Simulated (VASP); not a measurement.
A convergence study with VASP on Ca (fcc): a few settings are varied, all else stays as given below, so the limit is that of these other settings. The cell's lengths are 1 % over those of the tabulated start, so it is off equilibrium.

```xyz
1
Lattice="0.0000 2.8179 2.8179 2.8179 0.0000 2.8179 2.8179 2.8179 0.0000" Properties=species:S:1:pos:R:3 pbc="T T T"
Ca     0.0000     0.0000     0.0000
```

Level of theory: PBE GGA, VASP's PBE PAW potentials (set 64) (plane waves; VASP 6.6.1). The last row used: 900 eV cut-off, 10×10×10 Γ-centred mesh, first-order Methfessel-Paxton smearing of 0.10 eV, potentials Ca_pv.

Energies of different potentials or hybrids have different zeros.

| setting | E (eV/atom) | pressure (GPa) | plane waves |
|---|---|---|---|
| ENCUT = 300, POTCAR Ca_sv | -1.9310 | -1.09 | 544 |
| ENCUT = 400, POTCAR Ca_sv | -1.9248 | -0.94 | 869 |
| ENCUT = 520, POTCAR Ca_sv | -1.9241 | -0.94 | 1243 |
| ENCUT = 700, POTCAR Ca_sv | -1.9239 | -0.91 | 1901 |
| ENCUT = 900, POTCAR Ca_sv | -1.9237 | -0.91 | 2778 |
| ENCUT = 300, POTCAR Ca_pv | -1.9140 | -0.99 | 544 |
| ENCUT = 400, POTCAR Ca_pv | -1.9142 | -0.98 | 869 |
| ENCUT = 520, POTCAR Ca_pv | -1.9142 | -0.98 | 1243 |
| ENCUT = 700, POTCAR Ca_pv | -1.9143 | -0.98 | 1901 |
| ENCUT = 900, POTCAR Ca_pv | -1.9143 | -0.97 | 2778 |

Left out are rungs that failed or repeat a setting and relaxations that didn't move; long series are thinned to 24 rows.

The compound is Ca in the fcc structure. The cell was not relaxed at this level.
